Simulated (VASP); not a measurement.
Data:

```
CELL_PARAMETERS angstrom
      0.00000     2.85626     2.85626
      2.85626     0.00000     2.85626
      2.85626     2.85626     0.00000
ATOMIC_POSITIONS crystal
  Cd 0.00000 0.00000 0.00000
  Te 0.25000 0.25000 0.25000
```

Level of theory: PBE GGA, VASP's PBE PAW potentials (set 64) (plane waves; VASP). Run with 500 eV cut-off, 8×8×8 Γ-centred mesh, Gaussian smearing of 0.050 eV, potentials Cd Te.

Unless said otherwise, spin-orbit coupling is left out, though it shifts the bands of the heavy elements here.

**Question.** What does the run give for the energy per atom (σ→0), pressure, band gap (on the k-mesh) with the smallest direct gap where there is one?

**Answer.** 
```json
{
 "band gap (on the k-mesh)": "1.48 eV",
 "smallest direct gap (on the k-mesh)": "1.93 eV",
 "energy per atom (σ→0)": "-1.208 eV/atom",
 "pressure": "45.01 GPa"
}
```

The absolute energy has meaning only against runs of the same code, potentials and settings.

The compound is CdTe in the zinc blende structure. It was relaxed first under an external pressure of 45 GPa.
